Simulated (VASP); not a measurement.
SnSe2 (1T layered): the band gap from VASP (plane waves, PAW) at several levels of theory. Gaps are without spin-orbit coupling. Each level names its cell: its own relaxed one, PBE's, or the starting one. A gap is the smallest over the k-mesh and a band path; hybrids may have named points in place of the path, and GW has the mesh alone. Without a dispersion term in the relaxation, distances and binding between the weakly bound layers, chains or molecules are unreliable, and so is what depends on them.

```
level                                         band gap (eV)  error against measurement (eV)
--------------------------------------------  -------------  ------------------------------
LDA (own cell)                                         0.29                           -0.69
PBE (own cell) [volume +16 % from the start]           0.69                           -0.29
PBEsol (own cell)                                      0.60                           -0.38
```

Measured: 0.98 eV (as given by Joseph M. Gonzalez et al., Physical Review B (2016), arXiv:1609.04381).

The cell of the LDA (own cell) run:

Space group P-3m1 (No. 164); a = 3.805 Å, b = 3.805 Å, c = 5.909 Å, α = 90.00°, β = 90.00°, γ = 120.00°

| atom | site | symmetry | x | y | z |
|---|---|---|---|---|---|
| Sn | 1a | -3m. | 0.0000 | 0.0000 | 0.0000 |
| Se | 2d | 3m. | 0.3333 | 0.6667 | 0.2666 |

Only levels that ran to the end are used. Left out are those held back, those with too coarse a band path, GW runs whose mesh misses a band edge, hybrids' fits of cells that aren't cubic and levels without matching references; a question may draw on a part of the rest.

The compound is SnSe2 in the 1T layered structure.
